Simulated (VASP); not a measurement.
These are PBE GGA + U (Dudarev), VASP's PBE PAW potentials (set 64) (plane waves; VASP 6.6.1) values and carry that method's errors.

VASP ran on this input.

**INCAR**
```
SYSTEM = MnO2
PREC = Accurate
ENCUT = 520
EDIFF = 1E-6
NELM = 100
ALGO = Normal
LREAL = .FALSE.
LASPH = .TRUE.
ISMEAR = 0
SIGMA = 0.05
GGA = PE
LDAU = .TRUE.
LDAUTYPE = 2
LDAUL = 2 -1
LDAUU = 3.9 0
LDAUJ = 0 0
LDAUPRINT = 1
LMAXMIX = 4
ISPIN = 2
MAGMOM = 3.0 -3.0 0.0 0.0 0.0 0.0
LORBIT = 10
LWAVE = .FALSE.
LCHARG = .FALSE.
IBRION = 2
ISIF = 3
NSW = 60
EDIFFG = -0.02
```

**KPOINTS**
```
Automatic mesh
0
Gamma
5 5 7
0 0 0
```

**POSCAR**
```
MnO2
1
    4.4510956029     0.0000000000     0.0000000000
    0.0000000000     4.4510956029     0.0000000000
    0.0000000000     0.0000000000     2.9262161012
Mn O
2 4
Direct
  0.0000000000   1.0000000000   1.0000000000
  0.5000000000   0.5000000000   0.5000000000
  0.3057004050   0.3057004050   1.0000000000
  0.8057004050   0.1942995950   0.5000000000
  0.1942995950   0.8057004050   0.5000000000
  0.6942995950   0.6942995950   0.0000000000
```

POTCAR, in this order: Mn_pv O (PBE.64 set). Program: vasp_std.

The run wrote:

### OSZICAR
```
       N       E                     dE             d eps       ncg     rms          rms(c)
DAV:   1     0.657537575802E+03    0.65754E+03   -0.28664E+04  2936   0.200E+03
DAV:   2     0.286869515465E+02   -0.62885E+03   -0.59241E+03  3084   0.565E+02
DAV:   3    -0.529547407455E+02   -0.81642E+02   -0.79380E+02  3948   0.191E+02
DAV:   4    -0.563049295760E+02   -0.33502E+01   -0.30570E+01  3196   0.353E+01
DAV:   5    -0.563714683493E+02   -0.66539E-01   -0.66521E-01  3086   0.534E+00    0.415E+01
DAV:   6    -0.473835746387E+02    0.89879E+01   -0.17777E+02  3768   0.120E+02    0.450E+01
DAV:   7    -0.436155827793E+02    0.37680E+01   -0.81063E+01  3672   0.934E+01    0.181E+01
DAV:   8    -0.424223794953E+02    0.11932E+01   -0.46519E+00  3270   0.260E+01    0.772E+00
DAV:   9    -0.424227565795E+02   -0.37708E-03   -0.12201E+00  3878   0.160E+01    0.434E+00
DAV:  10    -0.423934720027E+02    0.29285E-01   -0.54690E-01  3566   0.774E+00    0.133E+00
DAV:  11    -0.423988807055E+02   -0.54087E-02   -0.25509E-02  3250   0.139E+00    0.432E-01
DAV:  12    -0.423997276386E+02   -0.84693E-03   -0.43904E-03  3362   0.579E-01    0.224E-01
DAV:  13    -0.423999768024E+02   -0.24916E-03   -0.32284E-04  3348   0.165E-01    0.648E-02
DAV:  14    -0.424000330629E+02   -0.56261E-04   -0.15014E-04  3686   0.103E-01    0.327E-02
DAV:  15    -0.424000391993E+02   -0.61364E-05   -0.29327E-05  3638   0.550E-02    0.107E-02
DAV:  16    -0.424000399567E+02   -0.75740E-06   -0.54330E-06  3336   0.165E-02
   1 F= -.42400040E+02 E0= -.42400037E+02  d E =-.424000E+02  mag=    -0.0000
       N       E                     dE             d eps       ncg     rms          rms(c)
DAV:   1    -0.424014788692E+02   -0.14397E-02   -0.58061E-02  2880   0.209E+00    0.322E-01
DAV:   2    -0.424007129751E+02    0.76589E-03   -0.43329E-03  3220   0.853E-01    0.287E-01
DAV:   3    -0.424004417785E+02    0.27120E-03   -0.10305E-03  3800   0.415E-01    0.133E-01
DAV:   4    -0.424002850207E+02    0.15676E-03   -0.37964E-04  3282   0.175E-01    0.471E-02
DAV:   5    -0.424002797509E+02    0.52698E-05   -0.76987E-05  3842   0.816E-02    0.269E-02
DAV:   6    -0.424002786663E+02    0.10846E-05   -0.21517E-05  3008   0.569E-02    0.130E-02
DAV:   7    -0.424002789571E+02   -0.29079E-06   -0.14044E-06  2014   0.134E-02
   2 F= -.42400279E+02 E0= -.42400276E+02  d E =-.239000E-03  mag=    -0.0000
```

**OUTCAR**
```
------------------------ aborting loop because EDIFF is reached ----------------------------------------
  FORCE on cell =-STRESS in cart. coord.  units (eV):
  Direction    XX          YY          ZZ          XY          YZ          ZX
  --------------------------------------------------------------------------------------
  Total       -0.0475717     -0.0475717     -0.0107544      0.0000000      0.0000000      0.0000000
  in kB       -1.3134951     -1.3134951     -0.2969374      0.0000000      0.0000000      0.0000000
  external PRESSURE =      -0.9746425 kB  Pullay stress =       0.0000000 kB
  volume of cell :       58.03
      direct lattice vectors                 reciprocal lattice vectors
     4.449183026  0.000000000  0.000000000     0.224760365 -0.000000000  0.000000000
     0.000000000  4.449183026  0.000000000     0.000000000  0.224760365  0.000000000
     0.000000000  0.000000000  2.931369708     0.000000000  0.000000000  0.341137454
 POSITION                                       TOTAL-FORCE (eV/Angst)
 -----------------------------------------------------------------------------------
      0.00000      0.00000      0.00000         0.000000      0.000000      0.000000
      2.22459      2.22459      1.46568         0.000000      0.000000      0.000000
      1.36028      1.36028      0.00000         0.011234      0.011234      0.000000
      3.58487      0.86431      1.46568         0.011234     -0.011234     -0.000000
      0.86431      3.58487      1.46568        -0.011234      0.011234      0.000000
      3.08890      3.08890      0.00000        -0.011234     -0.011234     -0.000000
 -----------------------------------------------------------------------------------
    total drift:                               -0.000000      0.000000      0.000000
  FREE ENERGIE OF THE ION-ELECTRON SYSTEM (eV)
  ---------------------------------------------------
  free  energy   TOTEN  =       -42.4002789571 eV

  energy  without entropy=      -42.4002727272  energy(sigma->0) =      -42.40027584

 total charge

# of ion       s       p       d       tot
------------------------------------------
    1        0.341   6.439   4.788  11.569
    2        0.341   6.439   4.788  11.569
    3        1.566   3.459   0.000   5.025
    4        1.566   3.459   0.000   5.025
    5        1.566   3.459   0.000   5.025
    6        1.566   3.459   0.000   5.025
--------------------------------------------------
tot          6.949  26.714   9.577  43.239

 magnetization (x)

# of ion       s       p       d       tot
------------------------------------------
    1        0.017   0.029   2.942   2.988
    2       -0.017  -0.029  -2.942  -2.988
    3       -0.001  -0.004   0.000  -0.005
    4        0.001   0.004   0.000   0.005
    5        0.001   0.004   0.000   0.005
    6       -0.001  -0.004   0.000  -0.005
--------------------------------------------------
tot          0.000   0.000  -0.000  -0.000

 reached required accuracy - stopping structural energy minimisation
```
(Selected blocks of OUTCAR.)

### CONTCAR
```
MnO2
   1.00000000000000
     4.4491830263109682    0.0000000000000000    0.0000000000000000
     0.0000000000000000    4.4491830263109682    0.0000000000000000
     0.0000000000000000    0.0000000000000000    2.9313697081791621
  Mn              O
     2     4
Direct
     0.0000000000000000    0.0000000000000000    0.0000000000000000
     0.5000000000000000    0.5000000000000000    0.5000000000000000
     0.3057377782514448    0.3057377782514448    0.0000000000000000
     0.8057377782514448    0.1942622217485552    0.5000000000000000
     0.1942622217485552    0.8057377782514448    0.5000000000000000
     0.6942622217485552    0.6942622217485552    0.0000000000000000
```

The compound is MnO2 in the rutile structure. This run relaxes it. Symmetry was kept, so distortions that lower it aren't found. The start is the result of an earlier pass.
